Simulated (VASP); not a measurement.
VASP input:

POSCAR:
```
FeAl
1
    2.8672582374     0.0000000000     0.0000000000
    0.0000000000     2.8672582374     0.0000000000
    0.0000000000     0.0000000000     2.8672582374
Al Fe
1 1
Direct
  0.5000000000   0.5000000000   0.5000000000
  0.0000000000   0.0000000000   0.0000000000
```

File KPOINTS:
```
Automatic
0
gamma
14 14 14
```

INCAR:
```
! general
SYSTEM   =  FeAl
PREC     =  Accurate
ENCUT    =  400   ! plane-wave cut-off (eV)
LREAL    =  .False.
LASPH    =  .True.

! electronic loop
EDIFF    =  1E-7
NELM     =  100   ! most electronic steps
ALGO     =  Normal
LMAXMIX  =  4   ! l cut-off of mixed one-centre charges

! smearing
ISMEAR   =  -5

! functional
GGA      =  PE   ! PBE

! ions
ISIF     =  2

! output
LWAVE    =  .False.
LCHARG   =  .True.
LORBIT   =  11   ! lm-projected
NEDOS    =  601   ! DOS grid
```

POTCAR, in this order: Al Fe (PBE.64 set). Program: vasp_std.

Task: Translate this PBE calculation to Quantum ESPRESSO's pw.x.

Result: One equivalent input (not run):
```
&CONTROL
  calculation = 'scf'
  pseudo_dir = './pseudo'
  outdir = './out'
  tprnfor = .true.
  tstress = .true.
/
&SYSTEM
  ibrav = 0
  nat = 2
  ntyp = 2
  ecutwfc = 90
  occupations = 'tetrahedra'
  input_dft = 'pbe'
/
&ELECTRONS
  conv_thr = 7.3e-09
  electron_maxstep = 100
/
ATOMIC_SPECIES
  Al 26.982 Al.upf
  Fe 55.845 Fe.upf
CELL_PARAMETERS angstrom
     2.8672582    0.0000000    0.0000000
     0.0000000    2.8672582    0.0000000
     0.0000000    0.0000000    2.8672582
ATOMIC_POSITIONS crystal
  Al   0.5000000  0.5000000  0.5000000
  Fe   0.0000000  0.0000000  0.0000000
K_POINTS automatic
  14 14 14 0 0 0
```
What does not carry over: the potentials are each code's own (VASP's PAW set, PseudoDojo norm-conserving files in pw.x), so ENCUT and ecutwfc are chosen apart and not converted; conv_thr bounds pw.x's estimated SCF error, while EDIFF bounds the energy change between steps.

The compound is FeAl in the CsCl type structure. It was relaxed first.
